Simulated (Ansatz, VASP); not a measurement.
# Cu (Cu strained to the junction's net): VASP beside Ansatz

Wanted: the spread between two codes on one cell, functional and k mesh. The structure shown is the end of the Ansatz relaxation below.

Program: Ansatz 0.2.0. Level of theory: plane waves, with VASP 6.6.1 beside it; single point at PBE. Results are calculated unless marked as measured.

## 1. Starting point

It takes space group R-3m (No. 166, trigonal). Conventional cell: a = 2.613 Å, b = 2.613 Å, c = 6.204 Å, α = 90.00°, β = 90.00°, γ = 120.00°. Nearest to Cu lie 12 Cu at 2.56 to 2.61 Å.

## 2. Ansatz: relaxation, PBE

Ansatz runs on its default PAW (the set named soft_2) files.

This run makes the geometry at which the two programs are then compared.

input.yaml reads:

```yaml
crystal:
  lattice:
    - [2.613, 0.0, 0.0]
    - [-1.3065, 2.2629243801, 0.0]
    - [0.0, 0.0, 6.208123845]
  atoms:
    - { symbol: Cu, position: [0.0, 0.0, 0.0] }
    - { symbol: Cu, position: [0.3333333333, 0.6666666667, 0.3333333333] }
    - { symbol: Cu, position: [0.6666666667, 0.3333333333, 0.6666666667] }
kpoints:
  mp_grid: { grid: [18, 18, 5] }
scf:
  occupations: { method: fermi_dirac, width: 0.1 }
  max_iter: 150
hamiltonian:
  xc: pbe
relax:
  f_tol: 0.01
  max_steps: 40
  cell: { fix: [a, b, angles] }
```

Command:

```
ansatz run input.yaml --threads 4 --pin off --max-ram 10240MiB --backend cpu --events-out ev --progress --plain --runs-dir out
```

Numbers of over 12 decimals in the logs are rounded to 6 here.

Output:

```text
Engine: ansatz 0.2.0, aarch64-unknown-linux-gnu
Pseudopotentials: kind: paw
Pseudopotential: Cu, paw, valence charge 19, recommended cutoff 420 eV (normal), Cu.paw.azcp
Functional definition: PBE
  parameter kappa = 0.804
  parameter beta = 0.066725
  exchange = pbe_x(kappa = kappa, mu = beta*pi^2/3)
  correlation = pbe_c(beta = beta)
Crystal: 3 atoms, lattice volume = 36.709 Å³
Basis set: ecut = 420 eV, 759 PW (Γ), exchange–correlation on 36×36×90 points (8 copies of the dense FFT grid, shifted against one another)
Bands: 35, of which v1, the nominal top of the filled ones, is band 29 counted from 1 (28 counted from 0)
Symmetry: 36 space group operations
Space group: R-3m (ITA 166), of the structure as read, at distance tolerance 3.3e-5 Å
k-points: 165 of 1620
Non-local potential: Cu, projectors of the file, l = 0: 3, l = 1: 2, l = 2: 3, l = 3: 1
PAW form: soft (Blöchl's): semilocal exchange-correlation on the pseudo side does not see the compensation charge
PAW one-centre angular grid: Cu, 590 points (default); XC on 64 Gauss nodes
Initial density: superposition of atomic densities (neutral atoms: chi_scale 0, normalization atom), corrected by the library's trained network
Initial wavefunctions: pseudopotential atomic-orbital guess
Functional: x = pbe(κ = 0.804, μ = 0.219515), c = pbe(β = 0.066725)
SCF iter   1: F=—  HF=-19875.520435 eV  |F-HF|=—  |Δ(HF+E_count)|=         —  Δρ=6.87e-4  dr2=3.28e-5  ethr=1.77e-3  ⟨swp⟩=5.0  Hψ=18815  notcnv=0  defer=60
preconditioner: auto → Kerker (q_TF=auto, 2.936 Å⁻¹)  [metal: Δε(μ)=0.035 eV  Ē_g=10.939 eV  σ=0.100 eV  W_gap=0.09  n_scr=10 (ndim 8)  ℏωp=35.2 eV  f_vac=0.000  D(μ)=0.86/eV (n_scr^D=4)]
SCF iter   2: F=—  HF=-19875.520805 eV  |F-HF|=—  |Δ(HF+E_count)|=   3.70e-4  Δρ=4.49e-4  dr2=2.41e-5  ethr=5.76e-8  ⟨swp⟩=3.1  Hψ=15622  notcnv=0  defer=63
SCF iter   3: F=—  HF=-19875.520841 eV  |F-HF|=—  |Δ(HF+E_count)|=   3.62e-5  Δρ=2.16e-4  dr2=4.59e-6  ethr=4.22e-8  ⟨swp⟩=2.1  Hψ=7602  notcnv=0  defer=63
SCF iter   4: F=—  HF=-19875.520854 eV  |F-HF|=—  |Δ(HF+E_count)|=   1.28e-5  Δρ=3.31e-5  dr2=2.59e-7  ethr=8.04e-9  ⟨swp⟩=2.0  Hψ=8315  notcnv=0  defer=63
iter 5 did not close the SCF: its close was put off for the readings that it lacked (scf_convergence_deferred on its scf_iter line)
SCF iter   5: F=-19875.520854 eV  HF=-19875.520854 eV  |F-HF|=3.82e-9  |Δ(HF+E_count)|=   1.03e-7  Δρ=9.64e-6  dr2=2.55e-8  ethr=4.55e-10  ⟨swp⟩=2.0  Hψ=6542  notcnv=0  defer=63
SCF iter   6: F=-19875.520854 eV  HF=-19875.520854 eV  |F-HF|=6.44e-10  |Δ(HF+E_count)|=   6.29e-9  Δρ=1.86e-6  dr2=6.74e-10  ethr=4.48e-11  ⟨swp⟩=2.3  Hψ=17110  notcnv=0
SCF 1 converged in 6 iterations: F = -19875.520854 eV  dr2 = 6.74e-10
  greatest PAW one-centre occupation: 1.000 electrons in one spin orbital (limit 2), on the Cu atom at site 2 (counted from 0), in its partial waves of l = 0
relax step   1: F+E_penalty+E_count = -19875.52085419 eV  Δ(F+E_penalty+E_count) = +0.000e0 eV  max|allowed force component| = 4.279e-27 eV/Å  Δτ_max = 0.0000 Å  P = -2.917 GPa  Ω = 36.709 Å³  fix = [a, b, alpha, beta, gamma]  reactions: a -4.297, b -4.297 GPa  (6 SCF iters, dr2 threshold 1.00e-7 eV, accepted)
[...]
relax step   2: F+E_penalty+E_count = -19875.52087006 eV  Δ(F+E_penalty+E_count) = -1.587e-5 eV  max|allowed force component| = 2.030e-27 eV/Å  Δτ_max = 0.0000 Å  P = -2.880 GPa  Ω = 36.698 Å³  energy of the carried Pulay correction = +7.803e-6 eV  fix = [a, b, alpha, beta, gamma]  reactions: a -4.274, b -4.274 GPa  (6 SCF iters, dr2 threshold 6.25e-8 eV, accepted)
[...]
relax step   3: F+E_penalty+E_count = -19875.52088482 eV  Δ(F+E_penalty+E_count) = -1.476e-5 eV  max|allowed force component| = 3.059e-28 eV/Å  Δτ_max = 0.0000 Å  P = -2.828 GPa  Ω = 36.684 Å³  energy of the carried Pulay correction = +1.851e-5 eV  fix = [a, b, alpha, beta, gamma]  reactions: a -4.242, b -4.242 GPa  (6 SCF iters, dr2 threshold 2.09e-8 eV, accepted)
[...]
relax step   4: F+E_penalty+E_count = -19875.52086432 eV  Δ(F+E_penalty+E_count) = +2.050e-5 eV  max|allowed force component| = 3.740e-29 eV/Å  Δτ_max = 0.0000 Å  P = -2.827 GPa  Ω = 36.684 Å³  fix = [a, b, alpha, beta, gamma]  reactions: a -4.241, b -4.241 GPa  stress off target by 1.87e-3 GPa on what of the cell is left free  SCF on the basis re-selected at this cell (its energy is not comparable with the rows above)  (8 SCF iters)
basis re-selected at this cell: Δ(F+E_penalty+E_count) = +2.050e-5 eV, ΔP = +0.001 GPa vs the last step (what re-selecting the basis moved, of the pressure what is left beyond the Pulay correction that the steps carried, after the strain that the cell walked since its last selection, with what the two solves' SCF thresholds leave and, on support functions, any second-order correction that the steps lacked; it is no m [...]
SCF converged after 8 iterations
Free energy (F): -19875.520864 eV
Harris-Foulkes:  -19875.520864 eV  (|F-HF|=3.64e-12)
Internal energy: -19875.491907 eV  (E = F + TS)
E sigma→0 (E₀):  -19875.506385 eV
Entropy (-TS):   -0.028958 eV (-9.653 meV/atom)
Fermi energy:    16.059552 eV
--- Per-component energies (eV) ---
  E_band       = -1114.719740
  E_kinetic    = 898.595047
  E_local      = -12345.018813  (includes V_loc(G=0)·N_el)
  E_nonlocal   = 1170.556701
  E_hartree    = 5432.241472
  E_xc         = -267.860631
  E_vxc        = -345.608384  (∫ρ·V_xc dr)
  E_paw        = -4989.803533  (= ΣΔE_a)
  E_vpaw       = -1357.728080  (= ΣTr[D̂ρ^β])
  E_aug_tail   = 0.000845  (compensation charges beyond the density's cutoff)
  E_ewald      = -9774.202995
  E_smearing   = -0.028958  (= −TS)
  E_closure    = -0.000000  (closes the sum)
  Σ components = -19875.520864   (vs F -19875.520864, Δ=0.00e0)
--- Forces (eV/Å), atoms counted from 1 ---
  atom   1  Cu    -0.00000000     0.00000000    -0.00000000
  atom   2  Cu     0.00000000    -0.00000000    -0.00000000
  atom   3  Cu    -0.00000000     0.00000000     0.00000000
  max |Σ_I F_I| component: 6.17e-29 eV/Å
--- Stress (GPa, compression-positive) ---
       -4.241479      -0.000000       0.000000
       -0.000000      -4.241479      -0.000000
        0.000000      -0.000000       0.001870
  P = ⅓ Tr σ = -2.8270 GPa (-28.270 kbar)
--- Relaxed structure (3 steps of the walk, 3 accepted, 1 SCFs on fresh bases) ---
  F+E_penalty+E_count = -19875.52086432 eV   max|allowed force component| = 3.740e-29 eV/Å   (the final SCF, on the basis selected at the relaxed cell)
  cell:  # Å, volume = 36.6842 Å³
    - [2.613000, 0, 0]
    - [-1.306500, 2.262924, 0]
    - [0, 0, 6.203967]
  atoms:
    - { symbol: Cu, position: [0, 0, 0] }
    - { symbol: Cu, position: [0.333333, 0.666667, 0.333333] }
    - { symbol: Cu, position: [0.666667, 0.333333, 0.666667] }
```

In the SCF lines HF is the Harris–Foulkes energy and dr2 the Hartree energy of the density residual, in eV; the loop may stop once dr2 is under the threshold and the program's other checks hold. Hψ counts applications of the Hamiltonian.

## 3. VASP: single point, PBE

The same cell, functional, mesh and smearing now go to VASP, with its own data sets.

Lines of VASP's logs that name or quote its potential files are left out, and so is its time.

INCAR reads:

```
SYSTEM = Cu
PREC = Accurate
ENCUT = 600
EDIFF = 1E-06
NELM = 120
ISMEAR = -1
SIGMA = 0.1
LREAL = .FALSE.
ALGO = Normal
GGA = PE
NBANDS = 22
LASPH = .TRUE.
LORBIT = 11
LWAVE = .FALSE.
LCHARG = .FALSE.
ISIF = 2
GGA_COMPAT = .FALSE.
```

POSCAR reads:

```
Cu
1.0
    2.6130000000      0.0000000000      0.0000000000
   -1.3065000000      2.2629243801      0.0000000000
    0.0000000000      0.0000000000      6.2039665270
Cu
3
Direct
    0.0000000000      0.0000000000      0.0000000000
    0.3333333333      0.6666666667      0.3333333333
    0.6666666667      0.3333333333      0.6666666667
```

KPOINTS reads:

```
Automatic mesh
0
Gamma
18 18 5
0 0 0
```

The projector-augmented-wave data sets are Cu (PBE family, release 64).

Command:

```
mpirun -np 1 vasp_std
```

Output:

```text
[banner, memory and clock lines left out]
running    1 mpi-ranks, on    1 nodes
 distrk:  each k-point on    1 cores,    1 groups
 distr:  one band on    1 cores,    1 groups

 POSCAR found type information on POSCAR Cu
 POSCAR found :  1 types and       3 ions
 LDA part: xc-table for (Slater+PW92), standard interpolation
 POSCAR, INCAR and KPOINTS ok, starting setup
 FFT: planning ... GRIDC
 FFT: planning ... GRID_SOFT
 FFT: planning ... GRID
 WAVECAR not read
 entering main loop
       N       E                     dE             d eps       ncg     rms          rms(c)
DAV:   1     0.235784384303E+03    0.23578E+03   -0.16528E+04  7628   0.292E+03
DAV:   2     0.186612285363E+01   -0.23392E+03   -0.22456E+03  7260   0.384E+02
DAV:   3    -0.136011294679E+02   -0.15467E+02   -0.14109E+02  8230   0.147E+02
DAV:   4    -0.138458884439E+02   -0.24476E+00   -0.24449E+00  8846   0.234E+01
DAV:   5    -0.138488359831E+02   -0.29475E-02   -0.29474E-02  9660   0.227E+00    0.132E+01
DAV:   6    -0.123448337321E+02    0.15040E+01   -0.24330E+01  7848   0.120E+02    0.705E+00
DAV:   7    -0.112139337941E+02    0.11309E+01   -0.45998E+00  8400   0.505E+01    0.780E-01
DAV:   8    -0.111928377302E+02    0.21096E-01   -0.65613E-02  9884   0.386E+00    0.698E-01
DAV:   9    -0.111843940487E+02    0.84437E-02   -0.21881E-02  8848   0.354E+00    0.273E-02
DAV:  10    -0.111844737877E+02   -0.79739E-04   -0.59070E-04  9806   0.345E-01    0.134E-02
DAV:  11    -0.111844709491E+02    0.28386E-05   -0.21988E-05  9258   0.940E-02    0.127E-03
DAV:  12    -0.111844724172E+02   -0.14681E-05   -0.12278E-06  6294   0.173E-02    0.754E-04
DAV:  13    -0.111844726075E+02   -0.19032E-06   -0.11922E-07  5034   0.559E-03
   1 F= -.11184473E+02 E0= -.11170216E+02  d E =-.285141E-01
```

From OUTCAR (step 3):

```text
ion  position               nearest neighbor table
   1  0.000  0.000  0.000-   2 2.56   3 2.56   3 2.56   2 2.56   3 2.56   2 2.56
   2  0.333  0.667  0.333-   1 2.56   1 2.56   1 2.56   3 2.56   3 2.56   3 2.56
   3  0.667  0.333  0.667-   1 2.56   1 2.56   1 2.56   2 2.56   2 2.56   2 2.56

  LATTYP: Found a hexagonal cell.
 ALAT       =     2.6130000000
 C/A-ratio  =     2.3742696238

 Subroutine GETGRP returns: Found 12 space group operations
 (whereof 12 operations were pure point group operations)

The static configuration has the point symmetry D_3d.

 Found    165 irreducible k-points:

   k-points           NKPTS =    165   k-points in BZ     NKDIM =    165   number of bands    NBANDS=     22

   dimension x,y,z NGX =    24 NGY =   24 NGZ =   50
   dimension x,y,z NGXF=    48 NGYF=   48 NGZF=  100

   ENCUT  =  600.0 eV  44.10 Ry    6.64 a.u.   5.22  5.22 12.39*2*pi/ulx,y,z

   NELECT =      33.0000    total number of electrons

 k-points in reciprocal lattice and weights: Automatic mesh
   0.00000000  0.00000000  0.00000000       0.001
   0.05555556  0.00000000  0.00000000       0.004
   0.11111111  0.00000000  0.00000000       0.004
   0.16666667  0.00000000  0.00000000       0.004
   0.22222222  0.00000000  0.00000000       0.004
   0.27777778 -0.00000000  0.00000000       0.004
   0.33333333  0.00000000  0.00000000       0.004
   0.38888889  0.00000000  0.00000000       0.004
   0.44444444  0.00000000  0.00000000       0.004
[...]
-0.27777778 -0.38888889  0.40000000       0.007
   0.33333333  0.33333333  0.40000000       0.002

 average (electrostatic) potential at core
       1 -64.0464       2 -64.0464       3 -64.0464

 E-fermi :   7.1879

 k-point     1 :       0.0000    0.0000    0.0000
  band No.  band energies     occupation
    ...
     14       5.0227      2.00000
     15       5.2881      2.00000
     16       5.2881      2.00000
     17       5.2881      2.00000
     18       5.2881      2.00000
     19      16.1996      0.00000
     20      16.1996      0.00000
     21      28.2915      0.00000
     22      28.3426      0.00000

 k-point     2 :       0.0556    0.0000    0.0000
  band No.  band energies     occupation
    ...
     14       5.0261      2.00000
     15       5.1955      2.00000
     16       5.3346      2.00000
     17       5.3721      2.00000
     18       5.4923      2.00000
     19      16.2711      0.00000
     20      16.2726      0.00000
     21      25.7902      0.00000
     22      26.7849      0.00000

 k-point     3 :       0.1111    0.0000    0.0000
  band No.  band energies     occupation
    ...
     14       5.0400      2.00000
     15       5.1000      2.00000
     16       5.4447      2.00000
     17       5.5675      2.00000
     18       5.8314      2.00000
     19      16.4834      0.00000
     20      16.4942      0.00000
     21      23.1412      0.00000
     22      25.2835      0.00000

  Total       -0.8326119     -0.8326119      0.1392162      0.0000000      0.0000000      0.0000000
  in kB      -36.3642212    -36.3642212      6.0802521      0.0000000      0.0000000      0.0000000
  external PRESSURE =     -22.2160635 kB  Pullay stress =       0.0000000 kB

  energy-cutoff  :      600.00
  volume of cell :       36.68
      direct lattice vectors                 reciprocal lattice vectors
     2.613000000  0.000000000  0.000000000     0.382701875  0.220953031  0.000000000
    -1.306500000  2.262924380  0.000000000     0.000000000  0.441906061  0.000000000
     0.000000000  0.000000000  6.203966527     0.000000000  0.000000000  0.161187201

 POSITION                                       TOTAL-FORCE (eV/Angst)
 -----------------------------------------------------------------------------------
      0.00000      0.00000      0.00000        -0.000000     -0.000000      0.000000
     -0.00000      1.50862      2.06799         0.000000      0.000000     -0.000000
      1.30650      0.75431      4.13598        -0.000000     -0.000000      0.000000
 -----------------------------------------------------------------------------------
    total drift:                               -0.000000      0.000000     -0.000000

  FREE ENERGIE OF THE ION-ELECTRON SYSTEM (eV)
  ---------------------------------------------------
  free  energy   TOTEN  =       -11.1844726075 eV

  energy  without entropy=      -11.1559585559  energy(sigma->0) =      -11.17021558

 total charge
# of ion       s       p       d       tot
------------------------------------------
    1        0.437   0.358   9.171   9.966
    2        0.437   0.358   9.171   9.966
    3        0.437   0.358   9.171   9.966
--------------------------------------------------
tot          1.311   1.075  27.512  29.898

[... 3 further parts left out ...]
```

This run has no spin polarisation. Its electron count is odd, so without a moment it is a metal by construction.

## 4. Side by side

Known differences besides the potentials themselves: the data sets hold 57 valence electrons in Ansatz (on its default PAW (the set named soft_2) files) and 33 in VASP; the cutoff is 420 eV in Ansatz and 600 eV in VASP; Ansatz's pressure holds a Pulay correction, VASP's none. Total energies have different zeros and are not compared.

Compared:

```csv
quantity,Ansatz,VASP,difference
pressure (GPa),-2.83,-2.22,-0.61
```

## 5. What came out

```yaml
difference_in_pressure_single_point_pbe: -0.61 GPa
```

The difference in pressure is -0.61 GPa (single point, PBE), within the 1 GPa picked in this series as the mark of a large difference. The data sets hold unlike numbers of valence electrons (57 in Ansatz and 33 in VASP), so part of the differences comes from the potentials. 1 further run of this series is not shown here. How closely two codes agree says nothing of how well the functional describes the real material.

[Lines on the potential files, build, host, timing and source positions are cut from VASP's logs without a mark.]

[Logs are printed without paths, hosts, clocks, repeated set-up lines and the standing remarks that a program may print on its own settings, such as how far it seeks lower states.]

[Hosts, paths, dates, database ids (printed as entryN), source tags and the programs' standing remarks are cut or masked in the printed files.]
